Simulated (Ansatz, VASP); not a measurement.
YS: VASP beside Ansatz

```xyz
2
Lattice="0.0000 2.7649 2.7649 2.7649 0.0000 2.7649 2.7649 2.7649 0.0000" Properties=species:S:1:pos:R:3 pbc="T T T"
Y     2.7649    2.7649    2.7649
S     0.0000    0.0000    0.0000
```

Alike in both runs: task relaxation of cell and atoms; functional LDA; k mesh 14 × 14 × 14; occupations gaussian, width 0.1 eV; no spin polarisation.

|  | VASP | Ansatz |
| --- | --- | --- |
| version | VASP 6.6.1 | Ansatz 0.2.0 |
| potentials or method | VASP PAW LDA potentials, release 64 (Y_sv, S) | scalar-relativistic, plane waves, PAW |
| plane-wave cutoff (eV) | 600 | 420 |
| valence electrons in the cell | 17 | 17 |

|  | VASP | Ansatz | Ansatz less VASP |
| --- | --- | --- | --- |
| gap on the k mesh at the Fermi level, each at its own relaxed structure (eV) | none | none | - |
| relaxed volume (Å³/atom) | 19.89 | 19.88 | -0.013 |
| relaxed cell length with the largest relative difference (Å) | 3.832 | 3.831 | -0.0008 |
| energy change over the relaxation (meV/atom) | -24 | -25 | -0.5 |

A gap of «none» marks a metal or a gap that the smearing closes.

LDA usually gives volumes a few per cent too small. Zero-point motion and thermal expansion aren't in these numbers.
